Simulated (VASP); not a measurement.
# TaTl (P4/mmm) in VASP: notebook

The runs below take TaTl through relaxation of cell and atoms, relaxation of the atoms, with PBE, LDA.

All numbers are computed with VASP 6.6.1; they aren't measurements. Logs are shortened: lines on timing, memory, paths and dates and some standing lists are left out, and cuts for length are marked.

### 1 The crystal as given

Symmetry: P4/mmm, No. 123, tetragonal system. Conventional cell: a = 3.472 Å, b = 3.472 Å, c = 4.290 Å, α = 90.00°, β = 90.00°, γ = 90.00°. Ta (site symmetry 4/mmm) is surrounded by 8 Tl at 3.26 Å and 4 Ta at 3.47 Å. Tl (site symmetry 4/mmm) is surrounded by 8 Ta at 3.26 Å and 4 Tl at 3.47 Å.

The cell was built by a generator and needn't be a form met in nature.

### 2 Relaxation of cell and atoms, PBE

File INCAR:

```
SYSTEM = TaTl
ALGO = Fast
EDIFF = 1E-6
EDIFFG = -0.01
ENCUT = 600
GGA = PE
IBRION = 2
ISIF = 3
ISMEAR = 1
LASPH = .True.
LCHARG = .False.
LREAL = .False.
LWAVE = .False.
NELM = 100
NSW = 40
PREC = Accurate
SIGMA = 0.1
```

File KPOINTS:

```
k-points
0
Gamma
  8 8 6
  0 0 0
```

File POSCAR:

```
TaTl
1.0
    3.4721891900      0.0000000000      0.0000000000
    0.0000000000      3.4721891900      0.0000000000
    0.0000000000      0.0000000000      4.2904585600
Ta Tl
1 1
Direct
    0.5000000000      0.5000000000      0.5000000000
    0.0000000000      0.0000000000      0.0000000000
```

Potentials or basis: VASP PAW PBE potentials, release 64 (Ta_pv, Tl_d).

Run with:

```sh
$ cat potpaw_PBE.64/Ta_pv/POTCAR potpaw_PBE.64/Tl_d/POTCAR > POTCAR
$ mpirun -np 1 vasp_std > vasp.out
```

OUTCAR:

```text
SYSTEM = TaTl
   EDIFF = 1E-6
   EDIFFG = -0.01
   ENCUT = 600
   GGA = PE
   IBRION = 2
   ISIF = 3
   ISMEAR = 1
   LASPH = .True.
   LREAL = .False.
   NELM = 100
   NSW = 40
   PREC = Accurate

 ion  position               nearest neighbor table
   1  0.500  0.500  0.500-   2 3.26   2 3.26   2 3.26   2 3.26   2 3.26   2 3.26   2 3.26   2 3.26

   2  0.000  0.000  0.000-   1 3.26   1 3.26   1 3.26   1 3.26   1 3.26   1 3.26   1 3.26   1 3.26

  LATTYP: Found a simple tetragonal cell.
 ALAT       =     3.4721891900
 C/A-ratio  =     1.2356638205

  Lattice vectors:

 A1 = (   3.4721891900,   0.0000000000,   0.0000000000)
 A2 = (   0.0000000000,   3.4721891900,   0.0000000000)
 A3 = (   0.0000000000,   0.0000000000,   4.2904585600)

Analysis of symmetry for initial positions (statically):
=====================================================================
 Subroutine PRICEL returns:
 Original cell was already a primitive cell.

 Routine SETGRP: Setting up the symmetry group for a
 simple tetragonal supercell.

 Subroutine GETGRP returns: Found 16 space group operations
 (whereof 16 operations were pure point group operations)
 out of a pool of 16 trial point group operations.

The static configuration has the point symmetry D_4h.

Analysis of symmetry for dynamics (positions and initial velocities):
=====================================================================
 Subroutine PRICEL returns:
 Original cell was already a primitive cell.

 Routine SETGRP: Setting up the symmetry group for a
 simple tetragonal supercell.

 Subroutine GETGRP returns: Found 16 space group operations
 (whereof 16 operations were pure point group operations)
 out of a pool of 16 trial point group operations.

The dynamic configuration has the point symmetry D_4h.

 Subroutine INISYM returns: Found 16 space group operations
 (whereof 16 operations are pure point group operations),
 and found     1 'primitive' translations

----------------------------------------------------------------------------------------

                                     Primitive cell

  volume of cell :      51.7262

  direct lattice vectors                    reciprocal lattice vectors
     3.472189190  0.000000000  0.000000000     0.288002740  0.000000000  0.000000000
     0.000000000  3.472189190  0.000000000     0.000000000  0.288002740  0.000000000
     0.000000000  0.000000000  4.290458560     0.000000000  0.000000000  0.233075320

  length of vectors
     3.472189190  3.472189190  4.290458560     0.288002740  0.288002740  0.233075320

  position of ions in fractional coordinates (direct lattice)
     0.500000000  0.500000000  0.500000000
     0.000000000  0.000000000  0.000000000

  ion indices of the primitive-cell ions
   primitive index   ion index
                 1           1
                 2           2

----------------------------------------------------------------------------------------

 KPOINTS: k-points

Automatic generation of k-mesh.
 Grid dimensions read from file:
 generate k-points for:    8    8    6

 Generating k-lattice:

  Cartesian coordinates                     Fractional coordinates (reciprocal lattice)
     0.036000342  0.000000000  0.000000000     0.125000000  0.000000000  0.000000000
     0.000000000  0.036000342  0.000000000     0.000000000  0.125000000  0.000000000
     0.000000000  0.000000000  0.038845887     0.000000000  0.000000000  0.166666667

  Length of vectors
     0.036000342  0.036000342  0.038845887

  Shift w.r.t. Gamma in fractional coordinates (k-lattice)
     0.000000000  0.000000000  0.000000000

 Subroutine IBZKPT returns following result:
 ===========================================

 Found     60 irreducible k-points:

 Following reciprocal coordinates:
            Coordinates               Weight
  0.000000  0.000000  0.000000      1.000000
  0.125000  0.000000  0.000000      4.000000
  0.250000  0.000000  0.000000      4.000000
  0.375000  0.000000  0.000000      4.000000
  0.500000  0.000000  0.000000      2.000000
  0.125000  0.125000  0.000000      4.000000
[... 16 lines left out ...]
  0.375000  0.125000  0.166667     16.000000
  0.500000  0.125000  0.166667      8.000000
 [... further k-points ...]
   k-points           NKPTS =     60   k-points in BZ     NKDIM =     60   number of bands    NBANDS=     16
   number of dos      NEDOS =    301   number of ions     NIONS =      2
   total plane-waves  NPLWV =  28224
   dimension x,y,z NGX =    28 NGY =   28 NGZ =   36
   dimension x,y,z NGXF=    56 NGYF=   56 NGZF=   72
   ions per type =               1   1
   NGX,Y,Z   is equivalent  to a cutoff of  13.41, 13.41, 13.95 a.u.
   NGXF,Y,Z  is equivalent  to a cutoff of  26.81, 26.81, 27.90 a.u.
 SYSTEM =  TaTl
   PREC   = accura    normal or accurate (medium, high low for compatibility)
   ISTART =      0    job   : 0-new  1-cont  2-samecut
   ICHARG =      2    charge: 1-file 2-atom 10-const
   ISPIN  =      1    spin polarized calculation?
   LNONCOLLINEAR =      F non collinear calculations
   LSORBIT =      F    spin-orbit coupling
   LASPH  =      T    aspherical Exc in radial PAW
   ENCUT  =  600.0 eV  44.10 Ry    6.64 a.u.   6.93  6.93  8.57*2*pi/ulx,y,z
   NELM   =    100;   NELMIN=  2; NELMDL= -5     # of ELM steps
   EDIFF  = 0.1E-05   stopping-criterion for ELM
   LREAL  =      F    real-space projection
   EDIFFG = -.1E-01   stopping-criterion for IOM
   NSW    =     40    number of steps for IOM
   IBRION =      2    ionic relax: 0-MD 1-quasi-New 2-CG
   NFREE  =      1    steps in history (QN), initial steepest desc. (CG)
   ISIF   =      3    stress and relaxation
   ISYM   =      2    0-nonsym 1-usesym 2-fastsym
   POTIM  = 0.5000    time-step for ionic-motion
   TEBEG  =    0.0;   TEEND  =   0.0 temperature during run
   PSTRESS=    0.0 pullay stress
   NELECT =      24.0000    total number of electrons
   NUPDOWN=      -1.0000    fix difference up-down
   EMIN   =  10.00;   EMAX   =-10.00  energy-range for DOS
   EFERMI =   0.00;   METHOD = LEGACY
   ISMEAR =     1;   SIGMA  =   0.10  broadening in eV -4-tet -1-fermi 0-gaus
   EFERMI_NEDOS =   21; number of points for ismear=-14 and -15
   IALGO  =     68    algorithm
   IMIX   =      4    mixing-type and parameters
     AMIX     =   0.40;   BMIX     =  1.00
     AMIX_MAG =   1.60;   BMIX_MAG =  1.00
  volume/ion in A,a.u.               =      25.86       174.53
  Fermi-wavevector in a.u.,A,eV,Ry     =   1.267385  2.395010 21.854544  1.606264
  Thomas-Fermi vector in A             =   2.400535
   LORBIT       =      0    0 simple, 1 ext, 2 COOP (PROOUT), +10 PAW based schemes
   GGA     = PE    functional components
   LHFCALC =     F    Hartree Fock is set to
   AEXX    =    0.0000 exact exchange contribution
   IVDW    =     0    specifies the selected vdW correction
   LEPSILON=     F    determine dielectric tensor
   LRPA    =     F    only Hartree local field effects (RPA)
 conjugate gradient relaxation of ions
 non-spin polarized calculation
 RMM-DIIS sequential band-by-band and
 Methfessel and Paxton  Order N= 1 SIGMA  =   0.10
  energy-cutoff  :      600.00
  volume of cell :       51.73
 maximum number of plane-waves:      1742
 NGX is ok and might be reduce to    28
   NGX = 13   NGY = 13   NGZ = 17

--------------------------------------- Ionic step        1  -------------------------------------------

 number of electron      23.9999999 magnetization

 Free energy of the ion-electron system (eV)
  ---------------------------------------------------
  ext. energy  EPLUGINS =         0.00000000
  ---------------------------------------------------
  free energy    TOTEN  =       -11.79784676 eV

  energy without entropy =      -11.79840213  energy(sigma->0) =      -11.79803188

------------------------ aborting loop because EDIFF is reached ----------------------------------------

  FORCE on cell =-STRESS in cart. coord.  units (eV):
  Direction    XX          YY          ZZ          XY          YZ          ZX
  --------------------------------------------------------------------------------------
  -------------------------------------------------------------------------------------
  Total       -6.0075895     -6.0075895     -3.8987197      0.0000000      0.0000000      0.0000000
  in kB     -186.0802846   -186.0802846   -120.7597282      0.0000000      0.0000000      0.0000000
  external PRESSURE =    -164.3067658 kB  Pullay stress =       0.0000000 kB
[... 21 lines left out ...]
  energy  without entropy=      -11.7984021260  energy(sigma->0) =      -11.79803188

--------------------------------------- Ionic step        2  -------------------------------------------

 number of electron      24.0000001 magnetization

 E-fermi :  10.5337     XC(G=0): -12.9655

 val. band max:       10.5223222986   @ k =   0.3750   0.2500   0.5000
 cond. band min:      10.5921752967   @ k =   0.5000   0.3750   0.1667
 fundamental gap:      0.0698529982
 Fermi energy:        10.5337480464

 k-point     1 :       0.0000    0.0000    0.0000
  band No.  band energies     occupation
      1     -24.5334      2.00000
      2     -23.9970      2.00000
      3     -23.9970      2.00000
      4      -3.2733      2.00000
      5      -3.0655      2.00000
      6      -2.0879      2.00000
[... 8 lines left out ...]
     15      14.2795      0.00000
     16      17.8346      0.00000
[... 420 lines left out ...]
  band No.  band energies     occupation
      1     -24.5875      2.00000
      2     -24.4725      2.00000
      3     -24.0313      2.00000
      4      -2.6800      2.00000
      5      -2.6572      2.00000
      6      -2.3009      2.00000
[... 8 lines left out ...]
     15      15.7514      0.00000
     16      16.3549      0.00000

 [... further k-points ...]

------------------------ aborting loop because EDIFF is reached ----------------------------------------

  FORCE on cell =-STRESS in cart. coord.  units (eV):
  Direction    XX          YY          ZZ          XY          YZ          ZX
  --------------------------------------------------------------------------------------
  -------------------------------------------------------------------------------------
  Total        7.1583082      7.1583082      8.2839488      0.0000000      0.0000000      0.0000000
  in kB      334.7186957    334.7186957    387.3530532      0.0000000      0.0000000      0.0000000
  external PRESSURE =     352.2634815 kB  Pullay stress =       0.0000000 kB
[... 53 lines left out ...]
  FREE ENERGIE OF THE ION-ELECTRON SYSTEM (eV)
  ---------------------------------------------------
  free  energy   TOTEN  =       -12.5100096878 eV

  energy  without entropy=      -12.5117644539  energy(sigma->0) =      -12.51059461

[... ionic steps 4 to 10 ...]

--------------------------------------- Ionic step       11  -------------------------------------------

 number of electron      24.0000002 magnetization

------------------------ aborting loop because EDIFF is reached ----------------------------------------

  FORCE on cell =-STRESS in cart. coord.  units (eV):
  Direction    XX          YY          ZZ          XY          YZ          ZX
  --------------------------------------------------------------------------------------
  -------------------------------------------------------------------------------------
  Total       -0.0155716     -0.0155716      0.0382782      0.0000000      0.0000000      0.0000000
  in kB       -0.6031595     -0.6031595      1.4826933      0.0000000      0.0000000      0.0000000
  external PRESSURE =       0.0921248 kB  Pullay stress =       0.0000000 kB
[... 57 lines left out ...]
  energy  without entropy=      -12.6346444214  energy(sigma->0) =      -12.63461272

--------------------------------------- Ionic step       13  -------------------------------------------

 number of electron      24.0000002 magnetization

 Free energy of the ion-electron system (eV)
  ---------------------------------------------------
  ext. energy  EPLUGINS =         0.00000000
  ---------------------------------------------------
  free energy    TOTEN  =       -12.63461198 eV

  energy without entropy =      -12.63464750  energy(sigma->0) =      -12.63462382

 E-fermi :   8.0747     XC(G=0): -11.9378

 val. band max:        8.0716885034   @ k =   0.5000   0.5000   0.0000
 cond. band min:       8.0756430840   @ k =   0.5000   0.3750   0.1667
 fundamental gap:      0.0039545806
 Fermi energy:         8.0747368475

 k-point     1 :       0.0000    0.0000    0.0000
  band No.  band energies     occupation
      1     -27.1519      2.00000
      2     -26.6451      2.00000
      3     -26.6451      2.00000
      4      -4.8451      2.00000
      5      -4.4858      2.00000
      6      -3.6653      2.00000
[... 8 lines left out ...]
     15      11.7641      0.00000
     16      12.2168      0.00000
[... 420 lines left out ...]
  band No.  band energies     occupation
      1     -27.1053      2.00000
      2     -27.0959      2.00000
      3     -26.6728      2.00000
      4      -4.3299      2.00000
      5      -4.2844      2.00000
      6      -3.9918      2.00000
[... 8 lines left out ...]
     15      11.8144      0.00000
     16      12.1634      0.00000

 [... further k-points ...]

------------------------ aborting loop because EDIFF is reached ----------------------------------------

  FORCE on cell =-STRESS in cart. coord.  units (eV):
  Direction    XX          YY          ZZ          XY          YZ          ZX
  --------------------------------------------------------------------------------------
  -------------------------------------------------------------------------------------
  Total        0.0124193      0.0124193      0.0112754      0.0000000      0.0000000      0.0000000
  in kB        0.4810532      0.4810532      0.4367442      0.0000000      0.0000000      0.0000000
  external PRESSURE =       0.4662835 kB  Pullay stress =       0.0000000 kB
[... 17 lines left out ...]
  FREE ENERGIE OF THE ION-ELECTRON SYSTEM (eV)
  ---------------------------------------------------
  free  energy   TOTEN  =       -12.6346119845 eV

  energy  without entropy=      -12.6346475030  energy(sigma->0) =      -12.63462382

 reached required accuracy - stopping structural energy minimisation
```

It took 2.7 min on 1 thread of Intel Xeon 6975P-C (Granite Rapids), shared host; peak memory 0.23 GiB.

What came out:

| Quantity | Value |
| --- | --- |
| Free energy | -12.6346 eV |
| Relaxed volume | 20.68 Å³/atom |
| Relaxed cell | a = 3.023 Å, b = 3.023 Å, c = 4.526 Å, α = 90.00°, β = 90.00°, γ = 90.00° |
| Space group after relaxing (to 0.05 Å) | P4/mmm (No. 123) |
| Energy gained by relaxing | 418.4 meV/atom |
| Ionic steps | 13 |
| Pressure after relaxing | 0.0 GPa |
| Band gap on the k mesh | none (metal or under the smearing width) |

The path:
| step | energy change (eV) | largest force (eV/Å) | pressure (GPa) | volume (Å³) |
| --- | --- | --- | --- | --- |
| 1 | 0.0000 | 0.0000 | -16.43 | 51.73 |
| 2 | -0.0923 | 0.0000 | 35.23 | 34.26 |
| 3 | -0.7122 | 0.0000 | -0.20 | 41.32 |
| 4 | -0.7128 | 0.0000 | 0.45 | 41.12 |
| 5 | -0.7127 | 0.0000 | 1.06 | 40.92 |
| 6 | -0.7568 | 0.0000 | 0.89 | 40.96 |
| 7 | -0.8341 | 0.0000 | 1.61 | 40.85 |
| 8 | -0.8223 | 0.0000 | -3.50 | 42.66 |
| 9 | -0.8367 | 0.0000 | -0.04 | 41.38 |
| 10 | -0.8367 | 0.0000 | -0.03 | 41.37 |
| 11 | -0.8367 | 0.0000 | 0.01 | 41.36 |
| 12 | -0.8368 | 0.0000 | 0.04 | 41.36 |
| 13 | -0.8368 | 0.0000 | 0.05 | 41.36 |

Final structure:
```
Ta Tl
1.0
     3.02319    0.00000    0.00000
     0.00000    3.02319    0.00000
     0.00000    0.00000    4.52569
Ta Tl
1 1
Direct
  0.50000 0.50000 0.50000
  0.00000 0.00000 0.00000
```

Caveat: the volume moved by over 15 % at a fixed basis, so the end points are rough.

### 3 Relaxation of the atoms, LDA

File INCAR:

```
PREC = Accurate ; ENCUT = 520
EDIFF = 1E-6 ; ISMEAR = 1
SIGMA = 0.1 ; LREAL = False
LASPH = True ; NELM = 100
ALGO = Fast ; ISIF = 2
LWAVE = False ; LCHARG = False
IBRION = 2 ; NSW = 40
EDIFFG = -0.01
```

File KPOINTS:

```
regular mesh
0
Gamma
  8 8 6
```

POSCAR is that of step 2.

Potentials or basis: VASP PAW LDA potentials, release 64 (Ta_pv, Tl_d).

Run with:

```sh
$ cat potpaw_LDA.64/Ta_pv/POTCAR potpaw_LDA.64/Tl_d/POTCAR > POTCAR
$ mpirun -np 1 vasp_std > vasp.out
```

Run time: 18 s. Hardware: 1 thread of Intel Xeon 6975P-C (Granite Rapids), shared host; peak memory 0.18 GiB.

It converged, with:

* Free energy: -13.2719 eV
* Pressure after relaxing: -21.9 GPa
* Band gap on the k mesh: none (metal or under the smearing width)

Stress tensor (GPa, compression positive):
```
-23.99   0.00   0.00
  0.00 -23.99   0.00
  0.00   0.00 -17.79
```

Final structure:
```
Ta Tl
1.0
     3.47219    0.00000    0.00000
     0.00000    3.47219    0.00000
     0.00000    0.00000    4.29046
Ta Tl
1 1
Direct
  0.50000 0.50000 0.50000
  0.00000 0.00000 0.00000
```

Levels at points of the mesh, in eV from the Fermi level:
| k point | band 8 | band 9 | band 10 | band 11 | band 12 | band 13 | band 14 | band 15 | band 16 |
| --- | --- | --- | --- | --- | --- | --- | --- | --- | --- |
| (0.00, 0.00, 0.00) | -10.99 | -9.27 | -1.50 | -1.26 | 0.61 | 1.31 | 1.31 | 1.95 | 3.38 |
| (0.50, 0.00, 0.00) | -11.00 | -6.29 | -4.70 | -1.57 | -1.05 | 0.26 | 1.27 | 3.09 | 5.04 |
| (0.50, 0.50, 0.00) | -10.75 | -5.08 | -1.11 | -1.11 | -0.64 | 0.10 | 0.10 | 1.62 | 3.03 |
| (0.00, 0.00, 0.50) | -10.98 | -7.66 | -5.42 | -1.33 | 0.26 | 0.26 | 0.54 | 1.89 | 8.29 |
| (0.50, 0.00, 0.50) | -10.91 | -6.24 | -2.15 | -1.86 | -1.51 | 0.81 | 1.08 | 1.21 | 2.38 |
| (0.50, 0.50, 0.50) | -10.75 | -3.45 | -2.71 | -2.61 | -2.61 | 1.09 | 3.51 | 3.51 | 3.89 |

Caveat: the relaxation stopped at its first step, so nothing moved. Spin-orbit coupling is left out, which matters for the levels of Ta, Tl.

### 4 The reference run

An earlier run on the cell as given: functional PBE; potentials or basis VASP PAW PBE potentials, release 64 (Ta_pv, Tl_d); cutoff 520 eV; k mesh 8 × 8 × 6; occupations fermi-dirac, width 0.05 eV; no spin polarisation.

* Pressure: -16.5 GPa
* Band gap on the k mesh: none (metal or under the smearing width)

### 5 The runs side by side

```csv
task,level,potentials or basis,cell,cutoff (eV),smearing,gap on the mesh (eV),pressure (GPa)
relaxation of cell and atoms,PBE,"VASP PAW PBE potentials, release 64 (Ta_pv, Tl_d)",relaxed,600,methfessel-paxton 0.1 eV,none,0.0
relaxation of the atoms,LDA,"VASP PAW LDA potentials, release 64 (Ta_pv, Tl_d)",atoms relaxed,520,methfessel-paxton 0.1 eV,none,-21.9
single point,PBE,"VASP PAW PBE potentials, release 64 (Ta_pv, Tl_d)",as given,520,fermi-dirac 0.05 eV,none,-16.5
```

Alike in all rows: no spin polarisation; k mesh 8 × 8 × 6.

Caveats: the volume moved by over 15 % at a fixed basis, so the end points are rough (some runs); the relaxation stopped at its first step, so nothing moved (some runs); so large a pressure means that the cell lies far from this level's equilibrium, or that cutoff or potentials fall short (some runs).

Total energies depend on the potentials used, so only differences within one code and one set of settings carry meaning.
